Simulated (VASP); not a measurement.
Given:

```xyz
4
Lattice="3.5897 0.0000 0.0000 0.0000 3.5897 0.0000 0.0000 0.0000 3.5897" Properties=species:S:1:pos:R:3 pbc="T T T"
Si     0.0000     0.0000     0.0000
Ni     0.0000     1.7948     1.7948
Ni     1.7948     0.0000     1.7948
Ni     1.7948     1.7948     0.0000
```

Computed with vdW-DF2, VASP's PBE PAW potentials (set 64) (plane waves; VASP 6.6.1). Run with 520 eV cut-off, 8×8×8 Γ-centred mesh, first-order Methfessel-Paxton smearing of 0.10 eV, potentials Si Ni.

Problem. What does the run give for the energy per atom (σ→0), band gap (on the k-mesh) with the smallest direct gap where there is one?

Solution. 
The band gap (on the k-mesh) is none (metal, semimetal or under 0.01 eV) and the energy per atom (σ→0) is -2.762 eV/atom.

The compound is Ni3Si in the L1_2 structure. It was relaxed first, which changed the volume by +7 %. The start is the result of an earlier pass. The run is not spin-polarised, so no magnetic state was tried.
